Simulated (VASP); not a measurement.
Computed with PBE GGA, VASP's PBE PAW potentials (set 64) (plane waves; VASP 6.6.1).

VASP input:

INCAR:
```
ALGO = Fast
EDIFF = 1E-5
EDIFFG = -0.03
ENCUT = 400
GGA = PE
IBRION = 2
ISIF = 2
ISMEAR = 0
ISPIN = 2
ISYM = 0
LASPH = .TRUE.
LCHARG = .FALSE.
LMAXMIX = 4
LORBIT = 10
LREAL = Auto
LWAVE = .TRUE.
MAGMOM = 71*0.0423
NELECT = 285.0
NELM = 100
NELMIN = 4
NSW = 70
NUPDOWN = 3
PREC = Normal
SIGMA = 0.05
SYSTEM = Ga35GeN35
```

POSCAR:
```
Ga35GeN35
1.0
  4.8683178927  -8.4321738171   0.0000000000
  4.8683178927   8.4321738171   0.0000000000
  0.0000000000   0.0000000000  10.5562839806
Ga N Ge
35 35 1
Cartesian
  1.6227710081  -0.9369072650   2.6390709951
  1.6227710081   0.9369072650   0.0000000000
  1.6227710081  -0.9369072650   7.9172129854
  1.6434954374   0.9460055805   5.2323699430
  3.2406639617   1.9246268094   2.6047419596
  3.2455468846   3.7476374921   0.0000000000
  3.2455420163   1.8738145300   7.9172129854
  3.2633308498   3.7763659083   5.2979983605
  4.8683178927   4.6845447571   2.6390709951
  4.8683178927   6.5583592871   0.0000000000
  4.8683178927   4.6845447571   7.9172129854
  4.8683178927   6.5583592871   5.2781419903
  3.2455468846  -3.7476374921   2.6390709951
  3.2455420163  -1.8738145300   0.0000000000
  3.2455468846  -3.7476374921   7.9172129854
  3.2455420163  -1.8738145300   5.2781419903
  4.8683178927  -0.9369156972   2.6390709951
  4.8683178927   0.9369156972   0.0000000000
  4.8683178927  -0.9369156972   7.9172129854
  6.4910937691   1.8738145300   2.6390709951
  6.4910889008   3.7476374921   0.0000000000
  6.4910937691   1.8738145300   7.9172129854
  6.4910889008   3.7476374921   5.2781419903
  4.8683178927  -6.5583592871   2.6390709951
  4.8683178927  -4.6845447571   0.0000000000
  4.8683178927  -6.5583592871   7.9172129854
  4.8683178927  -4.6845447571   5.2781419903
  6.4910889008  -3.7476374921   2.6390709951
  6.4910937691  -1.8738145300   0.0000000000
  6.4910889008  -3.7476374921   7.9172129854
  6.4910937691  -1.8738145300   5.2781419903
  8.1138647773  -0.9369072650   2.6390709951
  8.1138647773   0.9369072650   0.0000000000
  8.1138647773  -0.9369072650   7.9172129854
  8.1138647773   0.9369072650   5.2781419903
  1.5821887102  -0.8933129264   4.6400251800
  1.6326001420   0.8953788089   1.9741201109
  1.6227710081  -0.9369072650   9.9070725158
  1.5813562278   0.9778623332   7.2640323579
  3.1982511762   3.7511874373   1.9559421899
  3.2455420163   1.8738145300   9.9070725158
  3.2250463979   3.7438851748   7.3172993668
  4.8977322694   4.6801768911   4.5787881766
  4.8683178927   6.5583592871   1.9898595303
  4.8683178927   4.6845447571   9.9070725158
  4.8683178927   6.5583592871   7.2680015206
  3.2455468846  -3.7476374921   4.6289305255
  3.2455420163  -1.8738145300   1.9898595303
  3.2455468846  -3.7476374921   9.9070725158
  3.2455420163  -1.8738145300   7.2680015206
  4.8841740041  -0.9582238004   4.6175825202
  4.8304034330   0.9076897827   2.0157963201
  4.8683178927  -0.9369156972   9.9070725158
  4.8789210891   0.9049071654   7.2559356881
  6.5361159730   1.8754672361   4.6534633295
  6.4910889008   3.7476374921   1.9898595303
  6.4910937691   1.8738145300   9.9070725158
  6.4910889008   3.7476374921   7.2680015206
  4.8683178927  -6.5583592871   4.6289305255
  4.8683178927  -4.6845447571   1.9898595303
  4.8683178927  -6.5583592871   9.9070725158
  4.8683178927  -4.6845447571   7.2680015206
  6.4910889008  -3.7476374921   4.6289305255
  6.4910937691  -1.8738145300   1.9898595303
  6.4910889008  -3.7476374921   9.9070725158
  6.4910937691  -1.8738145300   7.2680015206
  8.1138647773  -0.9369072650   4.6289305255
  8.1138647773   0.9369072650   1.9898595303
  8.1138647773  -0.9369072650   9.9070725158
  8.1138647773   0.9369072650   7.2680015206
  4.8270345570   0.8990383724   5.2686518910
```

KPOINTS:
```
K-points
0
Gamma
  1 1 1
0 0 0
```

POTCAR, in this order: Ga N Ge (PBE.64 set). Program: vasp_gam.

Task: What will the output report for the number of irreducible k-points (NKPTS), largest plane-wave count, FFT grid (NGX, NGY, NGZ)?

Result: 
* **number of irreducible k-points (NKPTS)**: 1
* **largest plane-wave count**: 7908
* **FFT grid (NGX, NGY, NGZ)**: 48 × 48 × 54

The cell is a supercell with a defect, built from GaN (wurtzite): Ge_Ga-vac_N, charge -1.
